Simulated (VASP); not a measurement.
```
CELL_PARAMETERS angstrom
      0.00000     2.80592     2.80592
      2.80592     0.00000     2.80592
      2.80592     2.80592     0.00000
ATOMIC_POSITIONS crystal
  Pt 0.00000 0.00000 0.00000
  P  0.25000 0.25000 0.25000
```

Level of theory: PBEsol GGA, VASP's PBE PAW potentials (set 64) (plane waves; VASP). Settings: 400 eV cut-off, 10×10×10 Γ-centred mesh, first-order Methfessel-Paxton smearing of 0.10 eV, potentials Pt P.

Energy and stress use the plane-wave basis of the starting cell.

### Question
The ions, cell shape and volume are relaxed. Predict the relaxed structure.

### Answer

```
CELL_PARAMETERS angstrom
      0.00000     2.65071     2.65071
      2.65071     0.00000     2.65071
      2.65071     2.65071     0.00000
ATOMIC_POSITIONS crystal
  Pt 0.00000 0.00000 0.00000
  P  0.25000 0.25000 0.25000
```
Space group F-43m (216), at a tolerance of 0.03 Å.

### Question
How do energy and volume change from the first to the last step?

### Answer
The energy (σ→0) changes by -220.7 meV/atom and the volume by -15.7 %, in 7 ionic steps.

The structure was generated: PtP was put into the zinc blende type (F-43m), which need not be its known phase. This run relaxes it. Symmetry was kept, so distortions that lower it aren't found. The electron count is odd and the run is not spin-polarised, which forces a metal.
